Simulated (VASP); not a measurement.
All values below come from PBEsol GGA, VASP's PBE PAW potentials (set 64) (plane waves; VASP 6.6.1).

A VASP calculation is set up with these files.

INCAR:
```
# general
SYSTEM=Cl
PREC  =Accurate
ENCUT =400   # plane-wave cut-off (eV)
LREAL =.False.
LASPH =.True.

# electronic loop
EDIFF =1E-7   # SCF stop (eV)
NELM  =100   # most electronic steps
ALGO  =Normal

# smearing
ISMEAR=-5   # tetrahedra, Bloechl

# functional
GGA   =PS   # PBEsol

# ions
ISIF  =2   # forces and stress, cell fixed

# output
LWAVE =.False.
LCHARG=.True.
LORBIT=11   # lm-projected
NEDOS =601   # DOS grid

# other
LEFG  =.True.
```

### POSCAR
```
Cl
1
    3.3683696572    -1.9572798745     0.0000000000
    3.3683696572     1.9572798745     0.0000000000
    0.0000000000     0.0000000000     8.0203533782
Cl
4
Direct
  0.8743244333   0.1256755667   0.6099346212
  0.1256755667   0.8743244333   0.3900653788
  0.6256755667   0.3743244333   0.1099346212
  0.3743244333   0.6256755667   0.8900653788
```

**KPOINTS**
```
Automatic mesh
0
Gamma
  7 7 3
```

POTCAR, in this order: Cl (PBE.64 set). Program: vasp_std.

Output of the run:

File OSZICAR:
```
       N       E                     dE             d eps       ncg     rms          rms(c)
DAV:   1     0.179126668703E+03    0.17913E+03   -0.11131E+04  1152   0.108E+03
DAV:   2     0.324651120310E+01   -0.17588E+03   -0.17361E+03  1652   0.226E+02
DAV:   3    -0.837794668616E+01   -0.11624E+02   -0.11596E+02  1410   0.716E+01
DAV:   4    -0.851750957245E+01   -0.13956E+00   -0.13950E+00  1428   0.916E+00
DAV:   5    -0.851985435416E+01   -0.23448E-02   -0.23447E-02  1406   0.116E+00    0.171E+01
DAV:   6    -0.818040373599E+01    0.33945E+00   -0.25829E-01  1256   0.336E+00    0.112E+01
DAV:   7    -0.807861691926E+01    0.10179E+00   -0.56798E-01  1312   0.485E+00    0.959E-01
DAV:   8    -0.806404981049E+01    0.14567E-01   -0.76092E-02  1204   0.194E+00    0.410E-01
DAV:   9    -0.806419870748E+01   -0.14890E-03   -0.22249E-03  1406   0.334E-01    0.137E-01
DAV:  10    -0.806425347177E+01   -0.54764E-04   -0.13062E-04  1622   0.816E-02    0.596E-02
DAV:  11    -0.806425605849E+01   -0.25867E-05   -0.37703E-05  1256   0.395E-02    0.138E-02
DAV:  12    -0.806425576014E+01    0.29835E-06   -0.39348E-06  1274   0.149E-02    0.605E-03
DAV:  13    -0.806425592577E+01   -0.16562E-06   -0.10346E-06  1494   0.695E-03    0.257E-03
DAV:  14    -0.806425594164E+01   -0.15878E-07   -0.18042E-07   700   0.307E-03
   1 F= -.80642559E+01 E0= -.80642559E+01  d E =0.000000E+00
```

OUTCAR:
```
------------------------ aborting loop because EDIFF is reached ----------------------------------------
  FORCE on cell =-STRESS in cart. coord.  units (eV):
  Direction    XX          YY          ZZ          XY          YZ          ZX
  --------------------------------------------------------------------------------------
  Total        0.0508355     -0.0053086     -0.0110678      0.0000000      0.0000000      0.0000000
  in kB        0.7701611     -0.0804258     -0.1676775      0.0000000      0.0000000      0.0000000
  external PRESSURE =       0.1740193 kB  Pullay stress =       0.0000000 kB
  volume of cell :      105.75
      direct lattice vectors                 reciprocal lattice vectors
     3.368369657 -1.957279874  0.000000000     0.148439765 -0.255456568  0.000000000
     3.368369657  1.957279874  0.000000000     0.148439765  0.255456568  0.000000000
     0.000000000  0.000000000  8.020353378     0.000000000  0.000000000  0.124682786
 POSITION                                       TOTAL-FORCE (eV/Angst)
 -----------------------------------------------------------------------------------
      3.36837     -1.46532      4.89189         0.000000     -0.000560      0.015383
      3.36837      1.46532      3.12846         0.000000      0.000560     -0.015383
      3.36837     -0.49196      0.88171         0.000000      0.000560      0.015383
      3.36837      0.49196      7.13864         0.000000     -0.000560     -0.015383
 -----------------------------------------------------------------------------------
    total drift:                               -0.000000     -0.000000     -0.000000
  FREE ENERGIE OF THE ION-ELECTRON SYSTEM (eV)
  ---------------------------------------------------
  free  energy   TOTEN  =        -8.0642559416 eV

  energy  without entropy=       -8.0642559416  energy(sigma->0) =       -8.06425594

 total charge

# of ion       s       p       d       tot
------------------------------------------
    1        1.618   3.340   0.000   4.958
    2        1.618   3.340   0.000   4.958
    3        1.618   3.340   0.000   4.958
    4        1.618   3.340   0.000   4.958
--------------------------------------------------
tot          6.470  13.361   0.000  19.831
```
(Selected blocks of OUTCAR.)

The structure comes from a computed database's Cl entry (Cmce); how it stands against other phases isn't given here. It was relaxed first, which changed the volume by -6 %.
